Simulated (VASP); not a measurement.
Method: optB88-vdW, VASP's PBE PAW potentials (set 64) (plane waves; VASP 6.6.1).

VASP ran on this input.

### POSCAR
```
KCl
1.0
  0.0000000000   3.1233980303   3.1233980303
  3.1233980303   0.0000000000   3.1233980303
  3.1233980303   3.1233980303   0.0000000000
K Cl
1 1
Cartesian
  0.0000000000   0.0000000000   0.0000000000
  3.1233980303   3.1233980303   3.1233980303
```

### INCAR
```
# general
SYSTEM   = KCl
PREC     = Accurate
ENCUT    = 520
LREAL    = F
LASPH    = T

# electronic loop
EDIFF    = 1E-6
NELM     = 100
ALGO     = Normal

# smearing
ISMEAR   = 0
SIGMA    = 0.05

# functional
GGA      = BO
LUSE_VDW = T
AGGAC    = 0.0
PARAM1   = 0.1833333333
PARAM2   = 0.22

# ions
IBRION   = 2
NSW      = 60
ISIF     = 3
EDIFFG   = -0.01

# output
LWAVE    = F
LCHARG   = F
```

File KPOINTS:
```
Automatic mesh
0
Gamma
7 7 7
0 0 0
```

POTCAR, in this order: K_sv Cl (PBE.64 set). Program: vasp_std.

The resulting files:

**OSZICAR**
```
       N       E                     dE             d eps       ncg     rms          rms(c)
DAV:   1     0.112409074665E+03    0.11241E+03   -0.73691E+03   480   0.120E+03
DAV:   2     0.345884797667E+01   -0.10895E+03   -0.10149E+03   640   0.276E+02
DAV:   3    -0.321577425007E+01   -0.66746E+01   -0.66447E+01   620   0.633E+01
DAV:   4    -0.343618358571E+01   -0.22041E+00   -0.22022E+00   824   0.107E+01
DAV:   5    -0.343804457015E+01   -0.18610E-02   -0.18609E-02   636   0.981E-01    0.398E+00
DAV:   6    -0.312472045223E+01    0.31332E+00   -0.59309E-01   584   0.419E+00    0.311E+00
DAV:   7    -0.310126494090E+01    0.23456E-01   -0.13133E-01   608   0.221E+00    0.172E+00
DAV:   8    -0.310661053881E+01   -0.53456E-02   -0.17942E-02   692   0.122E+00    0.191E-01
DAV:   9    -0.310681572414E+01   -0.20519E-03   -0.98359E-04   648   0.203E-01    0.950E-02
DAV:  10    -0.310712162206E+01   -0.30590E-03   -0.25255E-04   580   0.158E-01    0.884E-03
DAV:  11    -0.310712416589E+01   -0.25438E-05   -0.78887E-06   760   0.215E-02    0.486E-03
DAV:  12    -0.310712507453E+01   -0.90864E-06   -0.16335E-06   568   0.109E-02
   1 F= -.31071251E+01 E0= -.31071251E+01  d E =-.310713E+01
```

OUTCAR:
```
------------------------ aborting loop because EDIFF is reached ----------------------------------------
  FORCE on cell =-STRESS in cart. coord.  units (eV):
  Direction    XX          YY          ZZ          XY          YZ          ZX
  --------------------------------------------------------------------------------------
  Total        0.0037883      0.0037883      0.0037883      0.0000000     -0.0000000     -0.0000000
  in kB        0.0995961      0.0995961      0.0995961      0.0000000     -0.0000000     -0.0000000
  external PRESSURE =       0.0995961 kB  Pullay stress =       0.0000000 kB
  volume of cell :       60.94
      direct lattice vectors                 reciprocal lattice vectors
     0.000000000  3.123398030  3.123398030    -0.160082063  0.160082063  0.160082063
     3.123398030  0.000000000  3.123398030     0.160082063 -0.160082063  0.160082063
     3.123398030  3.123398030  0.000000000     0.160082063  0.160082063 -0.160082063
  FREE ENERGIE OF THE ION-ELECTRON SYSTEM (eV)
  ---------------------------------------------------
  free  energy   TOTEN  =        -3.1071250745 eV

  energy  without entropy=       -3.1071250745  energy(sigma->0) =       -3.10712507

 reached required accuracy - stopping structural energy minimisation
```
(Selected blocks of OUTCAR.)

The compound is KCl in the rock salt structure. It was relaxed first. The start is the result of an earlier pass.
